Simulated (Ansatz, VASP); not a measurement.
# CdH2 in two plane-wave programs

Aim: how closely do two programs agree when they are given the same cell, functional and k mesh? The cell is generated by rule, not measured, and may not be a known phase. Of the first pair: The cell is taken from a series of runs on this material, whose earlier steps may have relaxed, scaled, displaced or heated it; both programs get it as it stands.

Method: plane waves, with VASP 6.6.1 beside it; relaxation of cell and atoms at PBEsol, in Ansatz 0.2.0.

## 1. Set-up

The structure is trigonal, space group P-3m1 (No. 164). Conventional cell: a = 3.103 Å, b = 3.103 Å, c = 4.416 Å, α = 90.00°, β = 90.00°, γ = 120.00°. Nearest to Cd lie 6 H at 2.07 Å. H has 3 Cd at 2.07 Å nearest. Farther neighbours are not listed.

## 2. Ansatz: relaxation of cell and atoms, PBEsol, pair 1

Ansatz runs on its default PAW (the set named soft_2) files.

The relaxed volume is the usual yardstick between codes: in a stiff, nearly cubic crystal its relative difference is about their pressure difference at one cell divided by the bulk modulus.

input.yaml

```yaml
crystal:
  lattice:
    - [3.1034231172, 0.0, 0.0]
    - [-1.5517115586, 2.6876432582, 0.0]
    - [0.0, 0.0, 4.4155095098]
  atoms:
    - { symbol: Cd, position: [0.0, 0.0, 0.0] }
    - { symbol: H, position: [0.3333333333, 0.6666666667, 0.2331933751] }
    - { symbol: H, position: [0.6666666667, 0.3333333333, 0.7668066249] }
kpoints:
  mp_grid: { grid: [9, 9, 6] }
hamiltonian:
  xc: pbesol
scf:
  occupations: { method: gaussian, width: 0.02 }
output:
  forces: true
  stress: true
  eigenvalues: true
  write_density: true
  write_potential: true
  elf: true
  volumetric_format: npy
relax:
  adjacent_minimum: "off"
  f_tol: 0.005
  max_steps: 80
  cell: { stress_tol: 0.05 }
```

Launch:

```bash
$ ansatz run input.yaml --threads 4 --pin off --max-ram 7168MiB --backend cpu --events-out ev --progress --plain --runs-dir out
```

Numbers of over 12 decimals in the logs are rounded to 6 here.

The program printed:

```text
Engine: ansatz 0.2.0, x86_64-unknown-linux-gnu
Pseudopotentials: kind: paw
Pseudopotential: Cd, paw, valence charge 20, recommended cutoff 420 eV (normal), Cd.paw.azcp
Pseudopotential: H, paw, valence charge 1, recommended cutoff 420 eV (normal), H.paw.azcp
Functional definition: PBEsol
  exchange = pbesol_x
  correlation = pbesol_c
Crystal: 3 atoms, lattice volume = 36.829 Å³
Basis set: ecut = 420 eV, 699 PW (Γ), exchange–correlation on 48×48×60 points (8 copies of the dense FFT grid, shifted against one another)
Bands: 15, of which v1, the nominal top of the filled ones, is band 11 counted from 1 (10 counted from 0)
Symmetry: 12 space group operations
Space group: P-3m1 (ITA 164), of the structure as read, at distance tolerance 3.3e-5 Å
k-points: 62 of 486
Non-local potential: Cd, projectors of the file, l = 0: 3, l = 1: 2, l = 2: 2, l = 3: 1
Non-local potential: H, projectors of the file, l = 0: 2, l = 1: 1
PAW form: soft (Blöchl's): semilocal exchange-correlation on the pseudo side does not see the compensation charge
PAW frozen core: Cd, regenerated for the run's functional, and the local potential with it (the file was generated under x = pbe(κ = 0.804, μ = 0.219515), c = pbe(β = 0.066725))
PAW one-centre angular grid: Cd, 590 points (default); XC on 64 Gauss nodes
PAW one-centre angular grid: H, 110 points (default); XC on 64 Gauss nodes
Initial density: superposition of atomic densities (neutral atoms: chi_scale 0, normalization atom), corrected by the library's trained network
Initial wavefunctions: pseudopotential atomic-orbital guess
Functional: x = pbesol(κ = 0.804, μ = 0.123457), c = pbesol(β = 0.046)
SCF iter   1: F=—  HF=-8214.195423 eV  |F-HF|=—  |Δ(HF+E_count)|=         —  Δρ=9.91e-3  dr2=2.52e-2  ethr=1.77e-3  ⟨swp⟩=5.2  Hψ=4599  notcnv=0
preconditioner: auto → none  [insulator: Δε(μ)=0.978 eV  Ē_g=13.582 eV  σ=0.020 eV  W_gap=1.00  n_scr=8 (ndim 8)  ℏωp=22.9 eV  f_vac=0.135  D(μ)=0.00/eV (n_scr^D=0)  ε∞_Penn≈3.8]
SCF iter   2: F=—  HF=-8214.187861 eV  |F-HF|=—  |Δ(HF+E_count)|=   7.56e-3  Δρ=2.82e-3  dr2=1.94e-3  ethr=1.15e-4  ⟨swp⟩=3.0  Hψ=2108  notcnv=0
SCF iter   3: F=—  HF=-8214.187346 eV  |F-HF|=—  |Δ(HF+E_count)|=   5.15e-4  Δρ=9.45e-4  dr2=3.08e-4  ethr=8.82e-6  ⟨swp⟩=2.1  Hψ=1567  notcnv=0
SCF iter   4: F=—  HF=-8214.187249 eV  |F-HF|=—  |Δ(HF+E_count)|=   9.71e-5  Δρ=1.98e-4  dr2=4.43e-6  ethr=1.40e-6  ⟨swp⟩=2.1  Hψ=1397  notcnv=0
SCF iter   5: F=—  HF=-8214.187252 eV  |F-HF|=—  |Δ(HF+E_count)|=   2.34e-6  Δρ=2.12e-5  dr2=9.61e-8  ethr=2.01e-8  ⟨swp⟩=2.1  Hψ=1609  notcnv=0
SCF iter   6: F=-8214.187252 eV  HF=-8214.187252 eV  |F-HF|=4.07e-9  |Δ(HF+E_count)|=   1.29e-7  Δρ=3.37e-6  dr2=3.46e-9  ethr=4.37e-10  ⟨swp⟩=5.2  Hψ=4724  notcnv=0
SCF 1 converged in 6 iterations: F = -8214.187252 eV  dr2 = 3.46e-9
  greatest PAW one-centre occupation: 1.000 electrons in one spin orbital (limit 2), on the Cd atom at site 0 (counted from 0), in its partial waves of l = 0
relax step   1: F+E_penalty+E_count = -8214.18725165 eV  Δ(F+E_penalty+E_count) = +0.000e0 eV  max|allowed force component| = 1.931e-4 eV/Å  Δτ_max = 0.0000 Å  P = +0.002 GPa  Ω = 36.829 Å³  (6 SCF iters, dr2 threshold 1.00e-7 eV, accepted)
Initial density: handed on by an earlier stage of this run
Initial wavefunctions: pseudopotential atomic-orbital guess (no wavefunctions were taken with the density)
iter 1 solved again at ethr=9.81e-9 eV; its pass at ethr=3.10e-3 eV (dr2=2.16e-6 eV) is discarded
SCF iter   1: F=—  HF=-8214.187248 eV  |F-HF|=—  |Δ(HF+E_count)|=         —  Δρ=3.34e-6  dr2=3.26e-9  ethr=9.81e-9  ⟨swp⟩=3.2  Hψ=7298  notcnv=0
preconditioner: auto → none  [insulator: Δε(μ)=1.070 eV  Ē_g=13.627 eV  σ=0.020 eV  W_gap=1.00  n_scr=8 (ndim 8)  ℏωp=22.9 eV  f_vac=0.133  D(μ)=0.00/eV (n_scr^D=0)  ε∞_Penn≈3.8]
SCF iter   2: F=—  HF=-8214.187252 eV  |F-HF|=—  |Δ(HF+E_count)|=   3.31e-6  Δρ=1.65e-6  dr2=9.61e-10  ethr=1.48e-11  ⟨swp⟩=2.4  Hψ=1482  notcnv=0
SCF iter   3: F=—  HF=-8214.187252 eV  |F-HF|=—  |Δ(HF+E_count)|=   1.49e-9  Δρ=6.47e-7  dr2=1.64e-10  ethr=4.37e-12  ⟨swp⟩=2.1  Hψ=1292  notcnv=0
SCF iter   4: F=-8214.187252 eV  HF=-8214.187252 eV  |F-HF|=0.00e0  |Δ(HF+E_count)|=  4.91e-11  Δρ=1.31e-7  dr2=3.82e-12  ethr=1.00e-12  ⟨swp⟩=3.8  Hψ=4162  notcnv=0
SCF 2 converged in 4 iterations: F = -8214.187252 eV  dr2 = 3.82e-12
relax step   2: F+E_penalty+E_count = -8214.18725165 eV  Δ(F+E_penalty+E_count) = -5.712e-10 eV  max|allowed force component| = 1.969e-4 eV/Å  Δτ_max = 0.0000 Å  P = +0.002 GPa  Ω = 36.829 Å³  stress off target by 7.74e-3 GPa  SCF on the basis re-selected at this cell (its energy is not comparable with the rows above)  (4 SCF iters)
basis re-selected at this cell: Δ(F+E_penalty+E_count) = -5.712e-10 eV, ΔP = +0.000 GPa vs the last step (what re-selecting the basis moved, of the pressure what is left beyond the Pulay correction that the steps carried, after the strain that the cell walked since its last selection, with what the two solves' SCF thresholds leave and, on support functions, any second-order correction that the steps lacked; it is no  [...]
SCF converged after 4 iterations
Free energy (F): -8214.187252 eV
Harris-Foulkes:  -8214.187252 eV  (|F-HF|=0.00e0)
Internal energy: -8214.187252 eV  (E = F + TS)
E sigma→0 (E₀):  -8214.187252 eV
Fermi energy:    7.337027 eV
--- Per-component energies (eV) ---
  E_band       = -525.042567
  E_kinetic    = 529.667749
  E_local      = -4052.411006  (includes V_loc(G=0)·N_el)
  E_nonlocal   = 39.336388
  E_hartree    = 1870.770284
  E_xc         = -192.228867
  E_vxc        = -242.899800  (∫ρ·V_xc dr)
  E_paw        = -4014.524576  (= ΣΔE_a)
  E_vpaw       = -540.274309  (= ΣTr[D̂ρ^β])
  E_aug_tail   = -0.002127  (compensation charges beyond the density's cutoff)
  E_ewald      = -2395.137056
  E_core_change = 0.341960  (= ΣΔE_core)
  E_smearing   = -0.000000  (= −TS)
  E_closure    = 0.000000  (closes the sum)
  Σ components = -8214.187252   (vs F -8214.187252, Δ=0.00e0)
--- Forces (eV/Å), atoms counted from 1 ---
  atom   1  Cd    -0.00000000     0.00000000     0.00000000
  atom   2  H     -0.00000000     0.00000000     0.00019691
  atom   3  H     -0.00000000     0.00000000    -0.00019691
  max |Σ_I F_I| component: 2.31e-18 eV/Å
--- Stress (GPa, compression-positive) ---
       -0.001163       0.000000       0.000000
        0.000000      -0.001163       0.000000
        0.000000       0.000000       0.007742
  P = ⅓ Tr σ = 0.0018 GPa (0.018 kbar)
--- Band table (eV; the first three rows and the last of 62) ---
  k-point 0: bands = [... 7 lower, -0.7878, -0.7878, -0.7516, 4.4128, 11.4966, 16.8249, 18.2767, 21.2738]
  k-point 1: bands = [... 7 lower, -0.7898, -0.7898, -0.6284, 3.8932, 12.2318, 16.8843, 18.2557, 21.4339]
  k-point 2: bands = [... 7 lower, -0.7938, -0.7938, -0.2986, 2.9176, 13.7404, 16.5828, 18.8548, 21.7991]
  k-point 61: bands = [... 7 lower, -1.1662, -0.7984, 5.5335, 5.5335, 8.7202, 11.5849, 11.7289, 11.7289]
--- Relaxed structure (1 steps of the walk, 1 accepted, 1 SCFs on fresh bases) ---
  F+E_penalty+E_count = -8214.18725165 eV   max|allowed force component| = 1.969e-4 eV/Å   (the final SCF, on the basis selected at the relaxed cell)
  cell:  # Å, volume = 36.8293 Å³
    - [3.103423, 0.0, 0.0]
    - [-1.551712, 2.687643, 0.0]
    - [0.0, 0.0, 4.4155095098]
  atoms:
    - { symbol: Cd, position: [0.0, 0.0, 0.0] }
    - { symbol: H, position: [0.333333, 0.666667, 0.233193] }
    - { symbol: H, position: [0.666667, 0.333333, 0.766807] }
```

## 3. VASP: relaxation of cell and atoms, PBEsol, pair 1

The same cell, functional, mesh and smearing now go to VASP, with its own data sets.

Lines of VASP's logs that name or quote its potential files are left out, and so is its time.

INCAR

```
SYSTEM = CdH2
PREC = Accurate
ENCUT = 500
EDIFF = 1E-07
NELM = 120
ISMEAR = 0
SIGMA = 0.02
LREAL = .FALSE.
ALGO = Normal
GGA = PS
NBANDS = 13
LORBIT = 11
LWAVE = .FALSE.
LCHARG = .FALSE.
ISIF = 3
IBRION = 2
NSW = 80
EDIFFG = -0.005
LASPH = .TRUE.
GGA_COMPAT = .FALSE.
NELMIN = 4
EFERMI = MIDGAP
KPAR = 2
```

POSCAR

```
CdH2
1.0
    3.1034230000      0.0000000000      0.0000000000
   -1.5517120000      2.6876430000      0.0000000000
    0.0000000000      0.0000000000      4.4155100000
Cd H
1 2
Direct
    0.0000000000      0.0000000000      0.0000000000
    0.3333333333      0.6666666667      0.2331934476
    0.6666666667      0.3333333333      0.7668065524
```

KPOINTS

```
Automatic mesh
0
Gamma
9 9 6
0 0 0
```

Potentials, in the order of the species: Cd and H (PBE family, release 64).

Launch:

```bash
$ mpirun -np 2 vasp_std
```

The program printed:

```text
[banner, memory and clock lines left out]
running    2 mpi-ranks, on    1 nodes
 distrk:  each k-point on    1 cores,    2 groups
 distr:  one band on    1 cores,    1 groups

 POSCAR found type information on POSCAR CdH
 POSCAR found :  2 types and       3 ions
|                                                                             |
|               ----> ADVICE to this user running VASP <----                  |
|                                                                             |
|     You enforced a specific xc type in the INCAR file but a different       |
|     [... a line on the potential file left out ...]
|     I HOPE YOU KNOW WHAT YOU ARE DOING!                                     |
|                                                                             |

 LDA part: xc-table for (Slater+PW92), standard interpolation
 POSCAR, INCAR and KPOINTS ok, starting setup
 FFT: planning ... GRIDC
 FFT: planning ... GRID_SOFT
 FFT: planning ... GRID
 WAVECAR not read
 entering main loop
       N       E                     dE             d eps       ncg     rms          rms(c)
DAV:   1     0.739676431722E+02    0.73968E+02   -0.71445E+03  1660   0.965E+02
DAV:   2    -0.532299780352E+01   -0.79291E+02   -0.74395E+02  1837   0.240E+02
DAV:   3    -0.717791434456E+01   -0.18549E+01   -0.18529E+01  1917   0.405E+01
DAV:   4    -0.718180613512E+01   -0.38918E-02   -0.38917E-02  1812   0.189E+00
DAV:   5    -0.718182285483E+01   -0.16720E-04   -0.16720E-04  1892   0.114E-01    0.802E+00
DAV:   6    -0.668919965546E+01    0.49262E+00   -0.72333E-01  1925   0.126E+01    0.615E+00
DAV:   7    -0.660517693837E+01    0.84023E-01   -0.25115E-01  1782   0.383E+00    0.226E+00
DAV:   8    -0.660535346083E+01   -0.17652E-03   -0.38804E-02  1692   0.248E+00    0.246E-01
DAV:   9    -0.660525152420E+01    0.10194E-03   -0.11772E-03  1867   0.464E-01    0.143E-01
DAV:  10    -0.660530495183E+01   -0.53428E-04   -0.12110E-04  1757   0.135E-01    0.148E-02
DAV:  11    -0.660530738572E+01   -0.24339E-05   -0.73789E-06  1752   0.289E-02    0.154E-02
DAV:  12    -0.660530713621E+01    0.24951E-06   -0.14114E-06  1907   0.155E-02    0.681E-04
DAV:  13    -0.660530716169E+01   -0.25479E-07   -0.82074E-08  1359   0.280E-03
   1 F= -.66053072E+01 E0= -.66053072E+01  d E =-.660531E+01
[...]
2 F= -.66054842E+01 E0= -.66054842E+01  d E =-.177009E-03
[...]
3 F= -.66054927E+01 E0= -.66054927E+01  d E =-.185529E-03
[...]
4 F= -.66054927E+01 E0= -.66054927E+01  d E =-.185521E-03
[...]
5 F= -.66054930E+01 E0= -.66054930E+01  d E =-.185816E-03
[...]
6 F= -.66054930E+01 E0= -.66054930E+01  d E =-.185831E-03
[...]
7 F= -.66055035E+01 E0= -.66055035E+01  d E =-.105041E-04
 ZBRENT: can't locate minimum, use default step
 trial-energy change:   -0.000011  1 .order   -0.000011   -0.000011   -0.000010
 step:   4.2124(harm=  6.7750)  dis= 0.00195  next Energy=    -6.605530 (dE=-0.368E-04)
 bond charge predicted
       N       E                     dE             d eps       ncg     rms          rms(c)
DAV:   1    -0.660558403438E+01   -0.80459E-04   -0.29042E-03  1717   0.579E-01    0.576E-02
DAV:   2    -0.660553304056E+01    0.50994E-04   -0.13217E-04  1742   0.179E-01    0.223E-02
DAV:   3    -0.660552539849E+01    0.76421E-05   -0.88696E-06  1792   0.370E-02    0.155E-02
DAV:   4    -0.660552375909E+01    0.16394E-05   -0.31021E-06  1662   0.179E-02    0.248E-03
DAV:   5    -0.660552382171E+01   -0.62622E-07   -0.30317E-07  1662   0.630E-03
   8 F= -.66055238E+01 E0= -.66055238E+01  d E =-.308290E-04
 curvature:  -2.77 expect dE=-0.621E-05 dE for cont linesearch -0.301E-05
 trial: gam=-0.09656 g(F)=  0.175E-05 g(S)=  0.487E-06 ort = 0.347E-05 (trialstep = 0.168E+01)
 search vector abs. value=  0.167E-05
 reached required accuracy - stopping structural energy minimisation
```

OUTCAR, selected parts (step 3):

```text
ion  position               nearest neighbor table
   1  0.000  0.000  0.000-   3 2.07   2 2.07   3 2.07   2 2.07   2 2.07   3 2.07
   2  0.333  0.667  0.233-   1 2.07   1 2.07   1 2.07
   3  0.667  0.333  0.767-   1 2.07   1 2.07   1 2.07

  LATTYP: Found a hexagonal cell.
 ALAT       =     3.1034230000
 C/A-ratio  =     1.4227870323

 Subroutine GETGRP returns: Found 12 space group operations
 (whereof 12 operations were pure point group operations)

The static configuration has the point symmetry D_3d.

 Found     62 irreducible k-points:

   k-points           NKPTS =     62   k-points in BZ     NKDIM =     62   number of bands    NBANDS=     13

   dimension x,y,z NGX =    24 NGY =   24 NGZ =   32
   dimension x,y,z NGXF=    48 NGYF=   48 NGZF=   64

   ENCUT  =  500.0 eV  36.75 Ry    6.06 a.u.   5.66  5.66  8.05*2*pi/ulx,y,z

   NELECT =      14.0000    total number of electrons

 k-points in reciprocal lattice and weights: Automatic mesh
   0.00000000  0.00000000  0.00000000       0.002
   0.11111111 -0.00000000  0.00000000       0.012
   0.22222222 -0.00000000  0.00000000       0.012
   0.33333333 -0.00000000  0.00000000       0.012
   0.44444444 -0.00000000  0.00000000       0.012
   0.11111111  0.11111111  0.00000000       0.012
   0.22222222  0.11111111  0.00000000       0.025
   0.33333333  0.11111111  0.00000000       0.025
   0.44444444  0.11111111  0.00000000       0.012
[...]
0.33333333  0.22222222  0.50000000       0.025
   0.33333333  0.33333333  0.50000000       0.004

 average (electrostatic) potential at core
       1 -41.2598       2 -35.2128       3 -35.2128

 E-fermi :   0.3132

 k-point     1 :       0.0000    0.0000    0.0000
  band No.  band energies     occupation
    ...
      3      -8.3785      2.00000
      4      -7.8134      2.00000
      5      -7.8134      2.00000
      6      -7.7724      2.00000
      7      -2.5875      2.00000
      8       4.4449      0.00000
      9      10.0360      0.00000
     10      11.2287      0.00000
     11      14.3071      0.00000
     12      14.3071      0.00000
    ...

 k-point     2 :       0.1111   -0.0000    0.0000
  band No.  band energies     occupation
    ...
      3      -8.2865      2.00000
      4      -7.9423      2.00000
      5      -7.8288      2.00000
      6      -7.6730      2.00000
      7      -2.2160      2.00000
      8       4.6252      0.00000
      9       9.1204      0.00000
     10       9.9995      0.00000
     11      12.7786      0.00000
     12      13.4921      0.00000
    ...

 k-point     3 :       0.2222   -0.0000    0.0000
  band No.  band energies     occupation
    ...
      3      -8.1749      2.00000
      4      -8.0481      2.00000
      5      -7.8648      2.00000
      6      -7.2587      2.00000
      7      -1.3119      2.00000
      8       5.1381      0.00000
      9       6.2268      0.00000
     10       8.7506      0.00000
     11      10.8969      0.00000
     12      12.7787      0.00000
    ...

  Total        0.0003445      0.0003445     -0.0054787     -0.0000000     -0.0000000      0.0000000
  in kB        0.0149381      0.0149381     -0.2375698     -0.0000000     -0.0000000      0.0000000
  external PRESSURE =      -0.0692312 kB  Pullay stress =       0.0000000 kB

  energy-cutoff  :      500.00
  volume of cell :       36.95
      direct lattice vectors                 reciprocal lattice vectors
     3.106538616 -0.000000001 -0.000000000     0.321901680  0.185850093  0.000000000
    -1.553269809  2.690341202 -0.000000000     0.000000000  0.371700065  0.000000000
    -0.000000000 -0.000000000  4.420935696     0.000000000  0.000000000  0.226196459

 POSITION                                       TOTAL-FORCE (eV/Angst)
 -----------------------------------------------------------------------------------
     -0.00000     -0.00000      4.42094         0.000000     -0.000000     -0.000000
     -0.00000      1.79356      1.03461        -0.000000     -0.000000      0.004265
      1.55327      0.89678      3.38632         0.000000      0.000000     -0.004265
 -----------------------------------------------------------------------------------
    total drift:                                0.000000     -0.000000      0.000000

  FREE ENERGIE OF THE ION-ELECTRON SYSTEM (eV)
  ---------------------------------------------------
  free  energy   TOTEN  =        -6.6055238217 eV

  energy  without entropy=       -6.6055238217  energy(sigma->0) =       -6.60552382

 reached required accuracy - stopping structural energy minimisation

 total charge
# of ion       s       p       d       tot
------------------------------------------
    1        0.424   0.343   9.550  10.316
    2        0.485   0.007   0.000   0.493
    3        0.485   0.007   0.000   0.493
--------------------------------------------------
tot          1.394   0.358   9.550  11.302

[... 3 further parts left out ...]
```

CONTCAR:

```
CdH2
   1.00000000000000
     3.1065386156366217   -0.0000000005780310   -0.0000000000000000
    -1.5532698088208647    2.6903412021077062   -0.0000000000000000
    -0.0000000000000000   -0.0000000000000000    4.4209356958831627
  Cd              H
     1     2
Direct
     0.0000000000000000    0.0000000000000000    1.0000000000000000
     0.3333333332999970    0.6666666667000030    0.2340254753528325
     0.6666666667000030    0.3333333332999970    0.7659745246471675
```

## 4. Differences

Known differences besides the potentials themselves: the data sets hold 22 valence electrons in Ansatz (on its default PAW (the set named soft_2) files) and 14 in VASP; the cutoff is 420 eV in Ansatz and 500 eV in VASP; Ansatz makes its cores anew for this functional, VASP keeps those of its PBE data sets; Ansatz adds a Pulay correction to the stress that steers its cell, VASP none. Total energies have different zeros and are not compared.

Compared:

```
                                         quantity  Ansatz   VASP  difference
                                      volume (Å³)   36.83  36.95     -0.32 %
edge a after relaxation, in the typed setting (Å)   3.103  3.107     -0.10 %
edge c after relaxation, in the typed setting (Å)   4.415  4.421     -0.12 %
```

(Part 1 of 2 ends here.)

[Lines on the potential files, build, host, timing and source positions are cut from VASP's logs without a mark.]

[Logs are printed without paths, hosts, clocks, repeated set-up lines and the standing remarks that a program may print on its own settings, such as how far it seeks lower states.]

[Hosts, paths, dates, database ids (printed as entryN), source tags and the programs' standing remarks are cut or masked in the printed files.]
